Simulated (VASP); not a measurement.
```xyz
4
Lattice="4.0715 0.0000 0.0000 0.0000 4.0715 0.0000 0.0000 0.0000 4.0715" Properties=species:S:1:pos:R:3 pbc="T T T"
Sc     0.0000     0.0000     0.0000
Al     0.0000     2.0358     2.0358
Al     2.0358     0.0000     2.0358
Al     2.0358     2.0358     0.0000
```

Level of theory: PBEsol GGA, VASP's PBE PAW potentials (set 64) (plane waves; VASP). Run with 480 eV cut-off, 8×8×8 Γ-centred mesh, first-order Methfessel-Paxton smearing of 0.10 eV, potentials Sc_sv Al.

Each row applies one change to this cell, which was relaxed at other settings and keeps the small stress of the first row; at a fixed cut-off the stress holds a Pulay part, so it need not integrate to ΔE exactly. Stress is in GPa, positive when the cell is compressed.

```
change                                 ΔE (meV/atom)    σxx    σyy    σzz  largest shear component, with its sign (GPa)  largest force (eV/Å)
-------------------------------------  -------------  -----  -----  -----  --------------------------------------------  --------------------
none                                             0.0   0.11   0.11   0.11                                          0.00                 0.000
atom 2 (Al) moved by -0.050 Å along x            1.6   0.17   0.15   0.15                                          0.00                 0.251
atom 4 (Al) moved by 0.075 Å along z             3.5   0.19   0.19   0.24                                          0.00                 0.377
atom 3 (Al) moved by 0.075 Å along z             4.6   0.24   0.18   0.23                                          0.00                 0.490
isotropic strain of +1.0 %                       3.8  -2.45  -2.45  -2.45                                          0.00                 0.000
atom 2 (Al) moved by 0.100 Å along z             8.2   0.24   0.35   0.33                                          0.00                 0.655
isotropic strain of +2.0 %                      15.4  -4.67  -4.67  -4.67                                          0.00                 0.000
atom 4 (Al) moved by -0.100 Å along x            8.2   0.33   0.35   0.24                                          0.00                 0.655
uniaxial strain of +0.5 % along z                0.2  -0.11  -0.11  -0.80                                          0.00                 0.000
```

Failed runs are left out, and for metals the shear rows, which the mesh's noise covers.

The compound is Al3Sc in the L1_2 structure.
